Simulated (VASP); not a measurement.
Set up this calculation in VASP 6.6.1, as the native input.

```yaml
Task: single point
Functional: LDA
Potentials_or_basis: VASP PAW LDA potentials, release 64 (Sc_sv, Zn)
Cutoff: 520 eV
k_mesh: 14 × 14 × 14
Occupations: gaussian, width 0.1 eV
Spin: no spin polarisation
Dipole_correction: no
Further_INCAR_settings: ALGO = Normal; EDIFF = 1e-07; NBANDS = 18
```

The structure of ScZn lies in POSCAR:

```
ScZn
1.0
    3.2570241564      0.0000000000      0.0000000000
    0.0000000000      3.2570241564      0.0000000000
    0.0000000000      0.0000000000      3.2570241564
Sc Zn
1 1
Direct
    0.0000000000      0.0000000000      0.0000000000
    0.5000000000      0.5000000000      0.5000000000
```

The input as run:

INCAR

```
ALGO = Normal
EDIFF = 1E-7
ENCUT = 520
ISIF = 2
ISMEAR = 0
LASPH = T
LCHARG = F
LREAL = F
LWAVE = F
NBANDS = 18
NELM = 80
PREC = Accurate
SIGMA = 0.1
```

KPOINTS

```
k-points
0
Gamma
  14 14 14
```

Potentials or basis: VASP PAW LDA potentials, release 64 (Sc_sv, Zn).

The run is started by

```sh
$ cat potpaw_LDA.64/Sc_sv/POTCAR potpaw_LDA.64/Zn/POTCAR > POTCAR
$ mpirun -np 1 vasp_std > vasp.out
```

It gave:

```yaml
Pressure: 0.3 GPa
Band_gap_on_the_k_mesh: none (metal or under the smearing width)
```

It took 16 s on 1 thread of Intel(R) Xeon(R) 6975P-C (Granite Rapids) (shared host), peak memory 0.18 GiB.
